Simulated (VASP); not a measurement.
# Be2Si: single point with PBE

The system is Be2Si.

```xyz
3
Lattice="0.0000 2.6400 2.6400 2.6400 0.0000 2.6400 2.6400 2.6400 0.0000" Properties=species:S:1:pos:R:3 pbc="T T T"
Si    0.0000    0.0000    0.0000
Be    1.3200    1.3200    1.3200
Be    3.9600    3.9600    3.9600
```

The cell comes from a database or a generator and needn't be the stable form of this composition.

```
Program                : VASP 6.6.1
Task                   : single point
Functional             : PBE
Potentials or basis    : VASP PAW PBE potentials, release 64 (Si, Be)
Cutoff                 : 500 eV
k mesh                 : 9 × 9 × 9
Occupations            : gaussian, width 0.1 eV
Spin                   : no spin polarisation
Further INCAR settings : ALGO = Normal; EDIFF = 1e-06
```

```
Pressure               : 0.2 GPa
Band gap on the k mesh : none (metal or under the smearing width)
```

Levels at points of the mesh, in eV from the Fermi level:
| k point | band 1 | band 2 | band 3 | band 4 | band 5 | band 6 | band 7 | band 8 |
| --- | --- | --- | --- | --- | --- | --- | --- | --- |
| (0.00, 0.00, 0.00) | -12.04 | 0.41 | 0.41 | 0.41 | 0.82 | 0.82 | 0.82 | 6.09 |

Run time: 5.3 s on 1 thread of Intel(R) Xeon(R) 6975P-C (Granite Rapids), with other jobs on the host, peak memory 0.15 GiB.
